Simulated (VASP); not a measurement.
All values below come from PBEsol GGA with spin-orbit coupling, VASP's PBE PAW potentials (set 64) (plane waves; VASP).

Input for VASP

File KPOINTS_OPT:
```
k-points along high-symmetry lines
8
Line-mode
Reciprocal
  0.000000   0.000000   0.000000 ! GAMMA
  0.000000   0.500000   0.000000 ! X

  0.000000   0.500000   0.000000 ! X
  0.500000   0.500000   0.000000 ! M

  0.500000   0.500000   0.000000 ! M
  0.000000   0.000000   0.000000 ! GAMMA

  0.000000   0.000000   0.000000 ! GAMMA
  0.500000   0.500000   0.500000 ! R

  0.500000   0.500000   0.500000 ! R
  0.000000   0.500000   0.000000 ! X

  0.500000   0.500000   0.500000 ! R
  0.500000   0.500000   0.000000 ! M
```

INCAR:
```
ALGO = Normal
EDIFF = 1E-6
ENCUT = 400
GGA = PS
GGA_COMPAT = .FALSE.
ISMEAR = 0
LASPH = .TRUE.
LCHARG = .FALSE.
LMAXMIX = 4
LREAL = .FALSE.
LSORBIT = .TRUE.
LWAVE = .FALSE.
MAGMOM = 6*0
NELM = 100
PREC = Accurate
SIGMA = 0.05
SYSTEM = CsBr
```

**POSCAR**
```
CsBr
4.2481750
  0.9999998964   0.0000000000   0.0000000000
  0.0000000000   0.9999998964   0.0000000000
  0.0000000000   0.0000000000   0.9999998964
Cs Br
1 1
Cartesian
  0.0000000000   0.0000000000   0.0000000000
  0.4999999482   0.4999999482   0.4999999482
```

File KPOINTS:
```
Regular mesh
0
gamma
 6 6 6
```

POTCAR, in this order: Cs_sv Br (PBE.64 set). Program: vasp_ncl.

**Question.** Estimate the energy per atom (σ→0), band gap (over mesh and band path).

**Answer.** 
The energy per atom (σ→0) comes out as -315.4 kJ/mol of atoms and the band gap (over mesh and band path) is 4.23 eV.

File OSZICAR:
```
...
DAV:   9    -0.653703978458E+01   -0.52908E-03   -0.24794E-03  1104   0.419E-01    0.883E-02
DAV:  10    -0.653713506716E+01   -0.95283E-04   -0.54327E-04  1152   0.126E-01    0.473E-02
DAV:  11    -0.653717802575E+01   -0.42959E-04   -0.84434E-05  1096   0.712E-02    0.720E-03
DAV:  12    -0.653717864624E+01   -0.62049E-06   -0.34351E-06  1120   0.125E-02
   1 F= -.65371786E+01 E0= -.65371786E+01  d E =-.129109E-14  mag=     0.0000     0.0000     0.0000
       N       E                     dE             ncg
       N       E                     dE             ncg
       N       E                     dE             ncg
```

The compound is CsBr in the CsCl type structure. It was relaxed first.
